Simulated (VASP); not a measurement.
Here is the system:

```yaml
crystal:
  lattice:
    - [-0.00096, 5.48879, 5.48428]
    - [5.48879, -0.00096, 5.48428]
    - [2.74391, 2.74391, 0.00000]
  atoms:
    - { symbol: Si, position: [0.00004, 0.00004, 0.99992] }
    - { symbol: Si, position: [0.12496, 0.12496, 0.25008] }
    - { symbol: Si, position: [0.00409, 0.49850, 0.99741] }
    - { symbol: Si, position: [0.12091, 0.62650, 0.25259] }
    - { symbol: Si, position: [0.49850, 0.00409, 0.99741] }
    - { symbol: Si, position: [0.62650, 0.12091, 0.25259] }
    - { symbol: Ge, position: [0.49699, 0.49699, 0.00602] }
    - { symbol: Ge, position: [0.62801, 0.62801, 0.24398] }
```

Computed with PBEsol GGA, VASP's PBE PAW potentials (set 64) (plane waves; VASP 6.6.1). Settings: 400 eV cut-off, 4×4×8 Γ-centred mesh, tetrahedra with Blöchl corrections, potentials Si Ge_d.

The cores are frozen, which limits the accuracy of field gradients.

Task: Give the principal components of the electric field gradient (V/Å²) and the asymmetry η at each nucleus.

Result: 
```json
[
 {"atom": "Si1", "Vxx": "-1.1", "Vyy": "-0.2", "Vzz": "1.3", "η": "0.64"},
 {"atom": "Si2", "Vxx": "-1.1", "Vyy": "-0.2", "Vzz": "1.3", "η": "0.64"},
 {"atom": "Si3", "Vxx": "-3.3", "Vyy": "-1.5", "Vzz": "4.8", "η": "0.39"},
 {"atom": "Si4", "Vxx": "-3.3", "Vyy": "-1.5", "Vzz": "4.8", "η": "0.39"},
 {"atom": "Si5", "Vxx": "-3.3", "Vyy": "-1.5", "Vzz": "4.8", "η": "0.39"},
 {"atom": "Si6", "Vxx": "-3.3", "Vyy": "-1.5", "Vzz": "4.8", "η": "0.39"},
 {"atom": "Ge7", "Vxx": "-12.5", "Vyy": "-0.1", "Vzz": "12.6", "η": "0.98"},
 {"atom": "Ge8", "Vxx": "-12.5", "Vyy": "-0.1", "Vzz": "12.6", "η": "0.98"}
]
```

The structure was generated: Ge2Si6 was put into an ordered model structure (Cmcm), which need not be its known phase. It was relaxed first.
